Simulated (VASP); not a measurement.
# GaN: a GW gap and what it depends on, part 2 of 2

How far does the GW correction to the gap of GaN depend on the settings? The starting structure is a measured crystal structure from the Crystallography Open Database. Cell and atoms stay as given.

VASP 6.6.1.

Results so far: G0W0 (response cutoff 100 eV, 4×4×2 mesh) 3.02 eV; G0W0 (response cutoff 160 eV, 4×4×2 mesh) 3.07 eV.

The database entry behind the starting cell has ideal inner coordinates that were not refined, so it need not match the best structure at ambient conditions.

### Step 4. GW0 with iterated eigenvalues (response cutoff 160 eV, 4×4×2 mesh)

Level of this step: evGW0 on LDA; plane waves and PAW (Ga_d_GW, N_GW) (VASP).

It reads the orbitals and their derivatives (WAVECAR and WAVEDER) of a run with the empty bands, which follows a ground-state run; neither is shown.

INCAR

```
SYSTEM = GaN
PREC = Accurate
ENCUT = 450
ISMEAR = 0
SIGMA = 0.01
LREAL = .FALSE.
GGA = CA
NBANDS = 216
ALGO = EVGW0
NELMGW = 4
ENCUTGW = 160
NOMEGA = 40
PRECFOCK = Fast
NBANDSGW = 32
LWAVE = .FALSE.
LCHARG = .FALSE.
```

POSCAR

```
GaN
1.0
    3.1900000000      0.0000000000      0.0000000000
   -1.5950000000      2.7626210381      0.0000000000
    0.0000000000      0.0000000000      5.1890000000
Ga N
2 2
Direct
    0.3333333333      0.6666666667      0.5000000000
    0.6666666667      0.3333333333      0.0000000000
    0.3333333333      0.6666666667      0.8750000000
    0.6666666667      0.3333333333      0.3750000000
```

KPOINTS

```
Automatic mesh
0
Gamma
4 4 2
0 0 0
```

The projector-augmented-wave data sets are Ga_d_GW and N_GW (LDA family, release 64).

Launch:

```sh
> mpirun -np 8 vasp_std
```

Log:

```text
[banner, memory and clock lines left out]
running    8 mpi-ranks, on    1 nodes
[...]
[... a notice as in an earlier step ...]

 [... a notice as in an earlier step ...]

 LDA part: xc-table for (Slater(with rela. corr.)+CA(PZ))
 , standard interpolation
 found WAVECAR, reading the header
 POSCAR, INCAR and KPOINTS ok, starting setup
[...]
reading WAVECAR
 the WAVECAR file was read successfully
 initial charge from wavefunction
 available memory per node:     76.36 GB, setting MAXMEM to     78196

 The Fermi energy was updated, please check that it is located mid-gap
 values below the HOMO (VB) or above the LUMO (CB) will cause erroneous energies
 E-fermi :   5.8404

 calculate exact exchange contribution
 the WAVEDER file was read successfully
energies w=
    0.000    0.000    0.796    0.000    1.588    0.000    2.370    0.000
    3.140    0.000    3.895    0.000    4.634    0.000    5.356    0.000
    6.062    0.000    6.754    0.000    7.434    0.000    8.104    0.000
[...]
total number of BLAS operations        524.57 Gflops
NQ=   4    0.2500    0.2500    0.0000,
|.........|.........|.........|.........|.........|.........|.........|.........
 performed       2099000 updates of chi_q(r,r)
 total number of BLAS operations        749.98 Gflops
NQ=   5    0.0000    0.0000    0.5000,
|.........|.........|.........|.........|.........|.........|.........|.........
 performed       2437000 updates of chi_q(r,r)
 total number of BLAS operations        874.07 Gflops
NQ=   6    0.2500    0.0000    0.5000,
|.........|.........|.........|.........|.........|.........|.........|.........
 performed       3024000 updates of chi_q(r,r)
 total number of BLAS operations       1081.34 Gflops
NQ=   7    0.5000    0.0000    0.5000,
|.........|.........|.........|.........|.........|.........|.........|.........
 performed       3528000 updates of chi_q(r,r)
 total number of BLAS operations       1255.98 Gflops
NQ=   8    0.2500    0.2500    0.5000,
|.........|.........|.........|.........|.........|.........|.........|.........
 performed       4198000 updates of chi_q(r,r)
 total number of BLAS operations       1483.60 Gflops
 resolving degeneracies of screened two electron integrals

 calculate QP shifts <psi_nk| G(iteration)W_0 |psi_nk>: iteration 4
 entering main loop
```

Elapsed: 3.7 min, on 8 MPI ranks of Intel Xeon Platinum 8375C at 2.90GHz (Ice Lake), shared host; peak memory 1.4 GiB.

Parts of OUTCAR (step 4):

```text
 QP shifts <psi_nk| G(iteration)W_0 |psi_nk>: iteration 2
 k-point   1 :       0.0000    0.0000    0.0000
  band No. old QP-enery  QP-energies   sigma(KS)   T+V_ion+V_H  V^pw_x(r,r')   Z            occupation Imag(sigma)
    ...
     15       3.3065       3.2022     -17.6425      20.8111     -20.8293       0.7563       2.0000       0.1444
     16       4.4194       4.3342     -18.3154      22.6226     -21.2904       0.7597       2.0000       0.1391
     17       4.4584       4.3699     -18.4248      22.7666     -21.4386       0.7590       2.0000       0.1390
     18       4.4584       4.3699     -18.4248      22.7666     -21.4386       0.7590       2.0000       0.1390
     19       7.5291       7.6300     -12.8569      20.5135      -8.8911       0.7906       0.0000      -0.0865
     20       9.9628      10.1003     -11.8610      21.9967      -7.3370       0.7956       0.0000      -0.0988
     21      15.0493      15.2496     -13.5440      28.8657      -7.7425       0.7354       0.0000      -0.1898
     22      15.4961      15.6575     -10.5933      26.2943      -5.3182       0.7879       0.0000      -0.1468
    ...

 QP shifts <psi_nk| G(iteration)W_0 |psi_nk>: iteration 3
 k-point   1 :       0.0000    0.0000    0.0000
  band No. old QP-enery  QP-energies   sigma(KS)   T+V_ion+V_H  V^pw_x(r,r')   Z            occupation Imag(sigma)
    ...
     15       3.2022       3.1789     -17.6396      20.8111     -20.8293       0.7565       2.0000       0.1442
     16       4.3342       4.3145     -18.3143      22.6226     -21.2904       0.7599       2.0000       0.1390
     17       4.3699       4.3496     -18.4236      22.7666     -21.4386       0.7590       2.0000       0.1388
     18       4.3699       4.3496     -18.4236      22.7666     -21.4386       0.7590       2.0000       0.1388
     19       7.6300       7.6404     -12.8704      20.5135      -8.8911       0.7913       0.0000      -0.0865
     20      10.1003      10.1195     -11.8722      21.9967      -7.3370       0.7955       0.0000      -0.1000
     21      15.2496      15.2847     -13.5686      28.8657      -7.7425       0.7401       0.0000      -0.1929
     22      15.6575      15.6841     -10.6030      26.2943      -5.3182       0.7876       0.0000      -0.1479
    ...

 QP shifts <psi_nk| G(iteration)W_0 |psi_nk>: iteration 4
 k-point   1 :       0.0000    0.0000    0.0000
  band No. old QP-enery  QP-energies   sigma(KS)   T+V_ion+V_H  V^pw_x(r,r')   Z            occupation Imag(sigma)
    ...
     15       3.1789       3.1733     -17.6396      20.8111     -20.8293       0.7566       2.0000       0.1441
     16       4.3145       4.3096     -18.3146      22.6226     -21.2904       0.7599       2.0000       0.1389
     17       4.3496       4.3444     -18.4238      22.7666     -21.4386       0.7590       2.0000       0.1387
     18       4.3496       4.3444     -18.4238      22.7666     -21.4386       0.7590       2.0000       0.1387
     19       7.6404       7.6406     -12.8729      20.5135      -8.8911       0.7920       0.0000      -0.0864
     20      10.1195      10.1218     -11.8743      21.9967      -7.3370       0.7957       0.0000      -0.1003
     21      15.2847      15.2910     -13.5725      28.8657      -7.7425       0.7400       0.0000      -0.1933
     22      15.6841      15.6883     -10.6048      26.2943      -5.3182       0.7876       0.0000      -0.1483
    ...

[... 3 parts as in an earlier step ...]

[... 1 further part left out ...]
[key lines of the parts left out:]
E-fermi :   5.8404
```

GW0 with iterated eigenvalues (response cutoff 160 eV, 4×4×2 mesh): the quasiparticle gap on this mesh is 3.296 eV, +1.396 eV from the LDA gap on the same points, with 216 bands.

### Step 5. G0W0 (response cutoff 100 eV, 5×5×3 mesh)

It reads the orbitals and their derivatives (WAVECAR and WAVEDER) of a run with the empty bands, which follows a ground-state run; neither is shown.

Edit INCAR of step 4 so:

```diff
@@ -7,6 +7,6 @@
 GGA = CA
-NBANDS = 216
+NBANDS = 104
 ALGO = EVGW0
-NELMGW = 4
-ENCUTGW = 160
+NELMGW = 1
+ENCUTGW = 100
 NOMEGA = 40
```

POSCAR is that of step 4.

KPOINTS

```
Automatic mesh
0
Gamma
5 5 3
0 0 0
```

Launch:

```sh
> mpirun -np 8 vasp_std
```

Log:

```text
[banner, memory and clock lines left out]
running    8 mpi-ranks, on    1 nodes
[...]
[... a notice as in an earlier step ...]

 [... a notice as in an earlier step ...]

 LDA part: xc-table for (Slater(with rela. corr.)+CA(PZ))
 , standard interpolation
 found WAVECAR, reading the header
 POSCAR, INCAR and KPOINTS ok, starting setup
[...]
reading WAVECAR
 the WAVECAR file was read successfully
 initial charge from wavefunction
 available memory per node:     71.35 GB, setting MAXMEM to     73066

 The Fermi energy was updated, please check that it is located mid-gap
 values below the HOMO (VB) or above the LUMO (CB) will cause erroneous energies
 E-fermi :   5.8286

 calculate exact exchange contribution
 the WAVEDER file was read successfully
energies w=
    0.000    0.000    0.841    0.000    1.676    0.000    2.502    0.000
    3.315    0.000    4.113    0.000    4.892    0.000    5.655    0.000
    6.401    0.000    7.131    0.000    7.849    0.000    8.556    0.000
[...]
total number of BLAS operations        218.43 Gflops
NQ=   6    0.0000    0.0000    0.3333,
|.........|.........|.........|.........|.........|.........|.........|.........
 performed       2834000 updates of chi_q(r,r)
 total number of BLAS operations        254.17 Gflops
NQ=   7    0.2000    0.0000    0.3333,
|.........|.........|.........|.........|.........|.........|.........|.........
 performed       3445000 updates of chi_q(r,r)
 total number of BLAS operations        311.24 Gflops
NQ=   8    0.4000   -0.0000    0.3333,
|.........|.........|.........|.........|.........|.........|.........|.........
 performed       4056000 updates of chi_q(r,r)
 total number of BLAS operations        358.23 Gflops
NQ=   9    0.2000    0.2000    0.3333,
|.........|.........|.........|.........|.........|.........|.........|.........
 performed       4787000 updates of chi_q(r,r)
 total number of BLAS operations        421.52 Gflops
NQ=  10    0.4000    0.2000    0.3333,
|.........|.........|.........|.........|.........|.........|.........|.........
 performed       5518000 updates of chi_q(r,r)
 total number of BLAS operations        480.03 Gflops
 resolving degeneracies of screened two electron integrals

 calculate QP shifts <psi_nk| G(iteration)W_0 |psi_nk>: iteration 1
 entering main loop
```

Run time: 78 s. Hardware: 8 MPI ranks; peak memory 1.3 GiB.

OUTCAR, selected parts (step 5):

```text
 QP shifts <psi_nk| G(iteration)W_0 |psi_nk>: iteration 1
 for sc-GW calculations column KS-energies equals QP-energies in previous step
 and V_xc(KS)=  KS-energies - (<T + V_ion + V_H > + <T+V_H+V_ion>^1  + <V_x>^1)
 k-point   1 :       0.0000    0.0000    0.0000
  band No.  KS-energies  QP-energies   sigma(KS)   V_xc(KS)     V^pw_x(r,r')   Z            occupation Imag(sigma)
    ...
     15       3.8203       3.5281     -17.3599     -16.9773     -20.7411       0.7635       2.0000       0.1260
     16       4.8078       4.6455     -18.0159     -17.8048     -21.1747       0.7684       2.0000       0.1123
     17       4.8744       4.6834     -18.1248     -17.8758     -21.3332       0.7672       2.0000       0.1128
     18       4.8744       4.6834     -18.1248     -17.8758     -21.3332       0.7672       2.0000       0.1128
     19       6.7828       7.7658     -12.4950     -13.7224      -9.1013       0.8009       0.0000      -0.0858
     20       9.0162      10.2094     -11.4970     -12.9812      -7.4382       0.8039       0.0000      -0.1073
     21      13.9039      15.3513     -13.0232     -14.9544      -7.7575       0.7495       0.0000      -0.2127
     22      14.5459      15.7575     -10.2293     -11.7497      -5.3421       0.7969       0.0000      -0.1640
    ...

[... 1 part as in an earlier step ...]

[... 2 further parts left out ...]
[key lines of the parts left out:]
E-fermi :   5.8286
```

G0W0 (response cutoff 100 eV, 5×5×3 mesh): the quasiparticle gap on this mesh is 3.082 eV, +1.174 eV from the LDA gap on the same points, with 104 bands.

### Step 6. G0W0 (response cutoff 100 eV, 4×4×2 mesh, 6 empty bands)

It reads the orbitals and their derivatives (WAVECAR and WAVEDER) of a run with the empty bands, which follows a ground-state run; neither is shown.

Edit INCAR of step 5 so:

```diff
@@ -7,3 +7,3 @@
 GGA = CA
-NBANDS = 104
+NBANDS = 24
 ALGO = EVGW0
@@ -13,3 +13,3 @@
 PRECFOCK = Fast
-NBANDSGW = 32
+NBANDSGW = 24
 LWAVE = .FALSE.
```

POSCAR is that of step 5.

KPOINTS

```
Automatic mesh
0
Gamma
4 4 2
0 0 0
```

Launch:

```sh
> mpirun -np 8 vasp_std
```

Log:

```text
[banner, memory and clock lines left out]
running    8 mpi-ranks, on    1 nodes
[...]
[... a notice as in an earlier step ...]

 [... a notice as in an earlier step ...]

 LDA part: xc-table for (Slater(with rela. corr.)+CA(PZ))
 , standard interpolation
 found WAVECAR, reading the header
 POSCAR, INCAR and KPOINTS ok, starting setup
[...]
reading WAVECAR
 the WAVECAR file was read successfully
 initial charge from wavefunction
 available memory per node:     77.24 GB, setting MAXMEM to     79098

 The Fermi energy was updated, please check that it is located mid-gap
 values below the HOMO (VB) or above the LUMO (CB) will cause erroneous energies
 E-fermi :   5.8404

 calculate exact exchange contribution
 the WAVEDER file was read successfully
energies w=
    0.000    0.000    0.829    0.000    1.652    0.000    2.467    0.000
    3.268    0.000    4.054    0.000    4.824    0.000    5.576    0.000
    6.311    0.000    7.032    0.000    7.739    0.000    8.437    0.000
[...]
total number of BLAS operations          7.33 Gflops
NQ=   4    0.2500    0.2500    0.0000,
|.........|.........|.........|.........|.........|.........|.........|.........
 performed        124000 updates of chi_q(r,r)
 total number of BLAS operations         11.34 Gflops
NQ=   5    0.0000    0.0000    0.5000,
|.........|.........|.........|.........|.........|.........|.........|.........
 performed        140000 updates of chi_q(r,r)
 total number of BLAS operations         13.08 Gflops
NQ=   6    0.2500    0.0000    0.5000,
|.........|.........|.........|.........|.........|.........|.........|.........
 performed        176000 updates of chi_q(r,r)
 total number of BLAS operations         16.39 Gflops
NQ=   7    0.5000    0.0000    0.5000,
|.........|.........|.........|.........|.........|.........|.........|.........
 performed        205000 updates of chi_q(r,r)
 total number of BLAS operations         18.79 Gflops
NQ=   8    0.2500    0.2500    0.5000,
|.........|.........|.........|.........|.........|.........|.........|.........
 performed        248000 updates of chi_q(r,r)
 total number of BLAS operations         22.58 Gflops
 resolving degeneracies of screened two electron integrals

 calculate QP shifts <psi_nk| G(iteration)W_0 |psi_nk>: iteration 1
 entering main loop
```

Wall time 14 s (8 MPI ranks); peak memory 0.95 GiB.

Parts of OUTCAR (step 6):

```text
 QP shifts <psi_nk| G(iteration)W_0 |psi_nk>: iteration 1
 for sc-GW calculations column KS-energies equals QP-energies in previous step
 and V_xc(KS)=  KS-energies - (<T + V_ion + V_H > + <T+V_H+V_ion>^1  + <V_x>^1)
 k-point   1 :       0.0000    0.0000    0.0000
  band No.  KS-energies  QP-energies   sigma(KS)   V_xc(KS)     V^pw_x(r,r')   Z            occupation Imag(sigma)
    ...
     15       3.8345       4.2468     -16.4288     -16.9766     -20.8293       0.7527       2.0000       0.1559
     16       4.8214       5.2851     -17.1847     -17.8012     -21.2904       0.7520       2.0000       0.1408
     17       4.8902       5.4060     -17.1946     -17.8764     -21.4386       0.7565       2.0000       0.1435
     18       4.8902       5.4060     -17.1946     -17.8764     -21.4386       0.7565       2.0000       0.1435
     19       6.7905       8.8318     -11.1425     -13.7230      -8.8911       0.7910       0.0000      -0.0913
     20       9.0184      11.5913      -9.7780     -12.9783      -7.3370       0.8040       0.0000      -0.1018
     21      13.9141      16.5285     -11.3952     -14.9516      -7.7425       0.7351       0.0000      -0.2210
     22      14.5465      17.8785      -7.6876     -11.7477      -5.3182       0.8207       0.0000      -0.1462
    ...

[... 1 part as in an earlier step ...]

[... 2 further parts left out ...]
[key lines of the parts left out:]
E-fermi :   5.8404
```

G0W0 (response cutoff 100 eV, 4×4×2 mesh, 6 empty bands): the quasiparticle gap on this mesh is 3.426 eV, +1.526 eV from the LDA gap on the same points, with 24 bands.

### Step 7. The runs compared

| run | LDA gap on the mesh (eV) | GW gap (eV) | correction (eV) | bands |
| --- | --- | --- | --- | --- |
| G0W0 (response cutoff 100 eV, 4×4×2 mesh) | 1.9 | 3.018 | 1.118 | 104 |
| G0W0 (response cutoff 160 eV, 4×4×2 mesh) | 1.9 | 3.071 | 1.17 | 216 |
| GW0 with iterated eigenvalues (response cutoff 160 eV, 4×4×2 mesh) | 1.9 | 3.296 | 1.396 | 216 |
| G0W0 (response cutoff 100 eV, 5×5×3 mesh) | 1.908 | 3.082 | 1.174 | 104 |
| G0W0 (response cutoff 100 eV, 4×4×2 mesh, 6 empty bands) | 1.9 | 3.426 | 1.526 | 24 |

### Step 8. Outcome

```
gap, G0W0 (response cutoff 100 eV, 4×4×2 mesh)                          : 3.018 eV
gap, G0W0 (response cutoff 160 eV, 4×4×2 mesh)                          : 3.071 eV
gap, GW0 with iterated eigenvalues (response cutoff 160 eV, 4×4×2 mesh) : 3.296 eV
gap, G0W0 (response cutoff 100 eV, 5×5×3 mesh)                          : 3.082 eV
gap, G0W0 (response cutoff 100 eV, 4×4×2 mesh, 6 empty bands)           : 3.426 eV
```

**Reading.** The correction to the LDA gap of GaN is +1.118 eV at a response cutoff of 100 eV, +1.170 eV at a response cutoff of 160 eV. The number of bands rises with the cutoff. On a 5×5×3 mesh in place of 4×4×2 the correction is +1.174 eV against +1.118 eV. The gap is read at the same k-points on both, so the correction itself hangs on the mesh. Iterating the eigenvalues in G raises the gap by +0.226 eV. With 6 empty bands alone, a slip made on purpose, the correction is +1.526 eV against +1.118 eV. Errors of the two band edges can cancel in a gap, so a value close to the better runs would prove nothing. From a response cutoff of 100 to 160 eV the correction still moves by +0.053 eV, so cutoff and bands aren't shown to be converged. The LDA gap along the bands, from another run on this structure, is 1.913 eV. On the 4×4×2 mesh it is 1.900 eV, so this mesh comes close to the edges. On the 5×5×3 mesh it is 1.908 eV, so this mesh comes close to the edges. Further runs on this material are not shown.

[Lines on the potential files, build, host, timing and source positions are cut from VASP's logs without a mark.]

[Logs are printed without paths, hosts, clocks, repeated set-up lines and the standing remarks that a program may print on its own settings, such as how far it seeks lower states.]

[Hosts, paths, dates, database ids (printed as entryN), source tags and the programs' standing remarks are cut or masked in the printed files.]
